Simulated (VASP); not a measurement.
The input files of a VASP run:

### POSCAR
```
RbCl
1.0
  0.0000000000   3.0343632719   3.0343632719
  3.0343632719   0.0000000000   3.0343632719
  3.0343632719   3.0343632719   0.0000000000
Rb Cl
1 1
Cart
  3.0343632719   6.0687265438   3.0343632719
  3.0343632719   3.0343632719   3.0343632719
```

**KPOINTS**
```
K-points
0
G
8 8 8
0 0 0
```

INCAR:
```
SYSTEM = RbCl
PREC = Accurate
ENCUT = 500
EDIFF = 1E-6
NELM = 100
ALGO = Normal
LREAL = .FALSE.
LASPH = .TRUE.
ISMEAR = 0
SIGMA = 0.05
LMAXMIX = 4
LWAVE = .FALSE.
LCHARG = .FALSE.
IBRION = 2
ISIF = 3
NSW = 40
EDIFFG = -0.02
PSTRESS = 50
```

POTCAR, in this order: Rb_sv Cl (LDA.64 set). Program: vasp_std.

Problem. Translate this LDA calculation to Ansatz.

Solution. One equivalent input (not run):
Ansatz 0.2 input:
```yaml
crystal:
  lattice:
    - [0.0000000, 3.0343633, 3.0343633]
    - [3.0343633, 0.0000000, 3.0343633]
    - [3.0343633, 3.0343633, 0.0000000]
  atoms:
    - { symbol: Rb, position: [1.0000000, 0.0000000, 1.0000000] }
    - { symbol: Cl, position: [0.5000000, 0.5000000, 0.5000000] }
kpoints:
  mp_grid: { grid: [8, 8, 8] }
hamiltonian:
  xc: lda
  pseudopotentials: { kind: paw }
scf:
  occupations: { method: gaussian, width: 0.05 }
  max_iter: 100
relax:
  max_steps: 40
  f_tol: 0.02
  cell: { p_target: 5 }
output: { forces: true, stress: true, eigenvalues: true }
```
Limits of the translation: each code has its own PAW files, so the cut-off isn't converted (ENCUT is set for VASP's; basis.ecutwfc is left out, and Ansatz then takes the one that its files recommend); Ansatz stops its SCF on the density residual and VASP on the energy change (EDIFF); Ansatz's lda is the Perdew-Wang form, while the LDA potentials of VASP carry Perdew-Zunger's.

The compound is RbCl in the rock salt structure. This run relaxes it under an external pressure of 5 GPa. Symmetry was kept, so distortions that lower it aren't found.
